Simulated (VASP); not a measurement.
Zr (hcp) relaxed at rising pressure, in one space group throughout; other phases were not tried. The pressures are those reached. All values below come from PBEsol GGA, VASP's PBE PAW potentials (set 64) (plane waves; VASP).

```json
[
 {"P (GPa)": "0.00", "V (Å³/atom)": "22.481", "k-mesh": "13×13×7"},
 {"P (GPa)": "4.98", "V (Å³/atom)": "21.447", "k-mesh": "13×13×7"},
 {"P (GPa)": "9.96", "V (Å³/atom)": "20.571", "k-mesh": "14×14×7"},
 {"P (GPa)": "20.01", "V (Å³/atom)": "19.126", "k-mesh": "14×14×8"},
 {"P (GPa)": "30.17", "V (Å³/atom)": "17.972", "k-mesh": "14×14×8"}
]
```

A change of mesh leaves a small step in the series.

Fit an equation of state and predict the volume at 44.98 GPa.

Least squares on the third-order Birch-Murnaghan form, P = (3B0/2)(y⁷ − y⁵)[1 + (3/4)(B′ − 4)(y² − 1)] with y = (V0/V)^(1/3), gives V0 = 22.483 Å³/atom, B0 = 98 GPa and B′ = 3.0, and so 16.620 Å³/atom. The run gave 16.669 Å³/atom, +0.3 % from the fit.

Pressures at which the relaxation failed are left out.

The compound is Zr in the hcp structure.
